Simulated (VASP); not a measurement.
Consider the following.

```
Al35N35Si
1.0
    4.69327    -8.12898     0.00000
    4.69327     8.12898     0.00000
    0.00000     0.00000    10.01920
Al N Si
35 35 1
Direct
  0.22037   0.11105   0.24739
  0.11090   0.22198   0.99479
  0.22389   0.11339   0.74648
  0.11259   0.23538   0.49071
  0.20288   0.43475   0.25018
  0.11085   0.55539   0.99477
  0.23106   0.44866   0.74223
  0.11217   0.54361   0.49044
  0.22041   0.77578   0.24737
  0.11217   0.88933   0.99836
  0.22388   0.77685   0.74643
  0.11229   0.88942   0.49822
  0.55369   0.10997   0.25049
  0.44436   0.22196   0.00103
  0.55613   0.11128   0.75020
  0.44275   0.22436   0.50098
  0.55011   0.44531   0.25226
  0.44212   0.55421   0.00143
  0.56475   0.44555   0.75572
  0.55001   0.77103   0.25229
  0.44433   0.88864   0.00098
  0.56466   0.78550   0.75573
  0.44263   0.88459   0.50094
  0.88560   0.10908   0.24988
  0.77771   0.22197   0.99870
  0.89242   0.11448   0.74735
  0.77479   0.22052   0.49920
  0.88561   0.44295   0.24984
  0.77865   0.55559   0.00199
  0.89248   0.44429   0.74726
  0.77957   0.55888   0.50219
  0.88827   0.77729   0.25001
  0.77863   0.88942   0.00208
  0.89254   0.77949   0.75133
  0.77949   0.88704   0.50224
  0.22218   0.11609   0.43873
  0.10531   0.21524   0.18431
  0.22311   0.11142   0.93826
  0.11426   0.22660   0.68523
  0.10516   0.55652   0.18421
  0.22343   0.44497   0.93571
  0.11433   0.55399   0.68506
  0.22212   0.77257   0.43873
  0.11066   0.88856   0.19015
  0.22305   0.77812   0.93818
  0.11426   0.89037   0.68930
  0.55145   0.10883   0.44205
  0.44379   0.22278   0.19300
  0.55488   0.11059   0.94175
  0.44742   0.22499   0.69183
  0.55195   0.45330   0.44772
  0.43226   0.54928   0.19483
  0.55649   0.44435   0.94548
  0.46561   0.56598   0.69967
  0.55173   0.76462   0.44776
  0.44374   0.88730   0.19300
  0.55648   0.77841   0.94551
  0.44740   0.88878   0.69178
  0.88173   0.10566   0.44136
  0.77543   0.22090   0.19036
  0.88821   0.11056   0.93894
  0.77759   0.22199   0.69051
  0.88149   0.44235   0.44128
  0.77314   0.55443   0.19357
  0.88813   0.44397   0.93888
  0.78359   0.55777   0.69258
  0.89091   0.77862   0.44115
  0.77318   0.88515   0.19373
  0.88953   0.77792   0.94264
  0.78350   0.89211   0.69261
  0.43938   0.55258   0.51915
```

Method: HSE06 screened hybrid, VASP's PBE PAW potentials (set 64) (plane waves; VASP). Run with PREC = Normal, LREAL = Auto, ISYM = 0, EDIFF = 1E-5, 400 eV cut-off, 1×1×1 Γ-centred mesh, Gaussian smearing of 0.050 eV, potentials Al N Si.

The supercell is sampled at Γ alone, which is coarse: total energies, pressure and levels can be off, energies of defects by several tenths of an eV.

Problem. Predict the energy per atom (σ→0).

Solution. 
```json
{
 "energy per atom (σ→0)": "-8.602 eV/atom"
}
```

Total energies compare only between runs with the same potentials, cut-off and functional.

The cell is a supercell with a defect, built from AlN (wurtzite): Si_Al-vac_N. The cell's shape comes from a PBE relaxation. The run is not spin-polarised, so no state with unpaired spins was tried.
